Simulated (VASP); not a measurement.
Calculation: PBE GGA with D4 dispersion, VASP's PBE PAW potentials (set 64) (plane waves; VASP).

VASP ran on this input.

INCAR:
```
! general
SYSTEM  = PbTe
PREC    = Accurate
ENCUT   = 520   ! plane-wave cut-off (eV)
LREAL   = .FALSE.
LASPH   = .TRUE.

! electronic loop
EDIFF   = 1E-7   ! SCF stop (eV)
NELM    = 100
ALGO    = Normal   ! blocked Davidson
LMAXMIX = 4

! smearing
ISMEAR  = 0
SIGMA   = 0.05   ! width (eV)

! functional
GGA     = PE   ! PBE
IVDW    = 13   ! D4

! ions
ISIF    = 2

! output
LWAVE   = .FALSE.
LCHARG  = .FALSE.
```

### KPOINTS
```
Automatic mesh
0
Gamma
7 7 7
0 0 0
```

### POSCAR
```
PbTe
1
    0.0000000000     3.2665816937     3.2665816937
    3.2665816937     0.0000000000     3.2665816937
    3.2665816937     3.2665816937     0.0000000000
Te Pb
1 1
Direct
  0.5000000000   0.5000000000   0.5000000000
  1.0000000000   1.0000000000   0.0000000000
```

POTCAR, in this order: Te Pb_d (PBE.64 set). Program: vasp_std.

The run wrote:

**OUTCAR**
```
 ion  position               nearest neighbor table
   1  0.500  0.500  0.500-   2 3.27   2 3.27   2 3.27   2 3.27   2 3.27   2 3.27
   2  0.000  0.000  0.000-   1 3.27   1 3.27   1 3.27   1 3.27   1 3.27   1 3.27
  LATTYP: Found a face centered cubic cell.
 ALAT       =     6.5331633874
 Subroutine PRICEL returns:
 Original cell was already a primitive cell.
 Subroutine GETGRP returns: Found 48 space group operations
The static configuration has the point symmetry O_h .
The dynamic configuration has the point symmetry O_h .
 Subroutine INISYM returns: Found 48 space group operations
 Subroutine IBZKPT returns following result:
 Found     20 irreducible k-points:

 Following reciprocal coordinates:
            Coordinates               Weight
  0.000000  0.000000  0.000000      1.000000
  0.142857  0.000000  0.000000      8.000000
  0.285714  0.000000  0.000000      8.000000
  0.428571  0.000000  0.000000      8.000000
  0.142857  0.142857  0.000000      6.000000
  0.285714  0.142857  0.000000     24.000000
  0.428571  0.142857  0.000000     24.000000
 -0.428571  0.142857  0.000000     24.000000
 -0.285714  0.142857  0.000000     24.000000
 -0.142857  0.142857  0.000000     12.000000
  0.285714  0.285714  0.000000      6.000000
  0.428571  0.285714  0.000000     24.000000
 -0.428571  0.285714  0.000000     24.000000
 -0.285714  0.285714  0.000000     12.000000
  0.428571  0.428571  0.000000      6.000000
 -0.428571  0.428571  0.000000     12.000000
  0.428571  0.285714  0.142857     24.000000
 -0.428571  0.285714  0.142857     48.000000
 -0.428571  0.428571  0.142857     24.000000
 -0.285714  0.428571  0.142857     24.000000
   k-points           NKPTS =     20   k-points in BZ     NKDIM =     20   number of bands    NBANDS=     14
   number of dos      NEDOS =    301   number of ions     NIONS =      2
   total plane-waves  NPLWV =  46656
   dimension x,y,z NGX =    36 NGY =   36 NGZ =   36
...
```

OSZICAR:
```
       N       E                     dE             d eps       ncg     rms          rms(c)
DAV:   1     0.151955402605E+03    0.15196E+03   -0.90702E+03   560   0.137E+03
DAV:   2     0.311678431827E+01   -0.14884E+03   -0.14639E+03   584   0.345E+02
DAV:   3    -0.739662150258E+01   -0.10513E+02   -0.10485E+02   746   0.984E+01
DAV:   4    -0.764713178535E+01   -0.25051E+00   -0.25045E+00   660   0.183E+01
DAV:   5    -0.765739835923E+01   -0.10267E-01   -0.10267E-01   788   0.326E+00    0.311E+00
DAV:   6    -0.752302511348E+01    0.13437E+00   -0.32919E-01   746   0.449E+00    0.193E+00
DAV:   7    -0.751966413380E+01    0.33610E-02   -0.92393E-02   678   0.169E+00    0.907E-01
DAV:   8    -0.752174072309E+01   -0.20766E-02   -0.10245E-02   608   0.120E+00    0.141E-01
DAV:   9    -0.752165184976E+01    0.88873E-04   -0.13562E-03   836   0.423E-01    0.579E-02
DAV:  10    -0.752169446690E+01   -0.42617E-04   -0.14521E-04   590   0.967E-02    0.227E-02
DAV:  11    -0.752170234442E+01   -0.78775E-05   -0.34207E-05   684   0.523E-02    0.114E-02
DAV:  12    -0.752170257903E+01   -0.23462E-06   -0.19566E-06   716   0.151E-02    0.918E-03
DAV:  13    -0.752170220461E+01    0.37442E-06   -0.40051E-07   620   0.564E-03    0.264E-03
DAV:  14    -0.752170220589E+01   -0.12842E-08   -0.36491E-07   508   0.589E-03
   1 F= -.83720196E+01 E0= -.83720196E+01  d E =-.532380E-13
```

**OUTCAR**
```
------------------------ aborting loop because EDIFF is reached ----------------------------------------
  Edisp (eV):   -0.85032
  FORCE on cell =-STRESS in cart. coord.  units (eV):
  Direction    XX          YY          ZZ          XY          YZ          ZX
  --------------------------------------------------------------------------------------
  Total      -0.41074    -0.41074    -0.41074    -0.00000    -0.00000     0.00000
  in kB      -9.43994    -9.43994    -9.43994    -0.00000    -0.00000     0.00000
  external pressure =       -9.44 kB  Pullay stress =        0.00 kB
  volume of cell :       69.71
      direct lattice vectors                 reciprocal lattice vectors
     0.000000000  3.266581694  3.266581694    -0.153065206  0.153065206  0.153065206
     3.266581694  0.000000000  3.266581694     0.153065206 -0.153065206  0.153065206
     3.266581694  3.266581694  0.000000000     0.153065206  0.153065206 -0.153065206
  FREE ENERGIE OF THE ION-ELECTRON SYSTEM (eV)
  ---------------------------------------------------
  free  energy   TOTEN  =        -8.3720195940 eV

  energy  without entropy=       -8.3720195940  energy(sigma->0) =       -8.37201959
```
(Selected blocks of OUTCAR.)

The compound is PbTe in the rock salt structure. This cell is one point of a volume scan, at 1.03 of the reference volume.
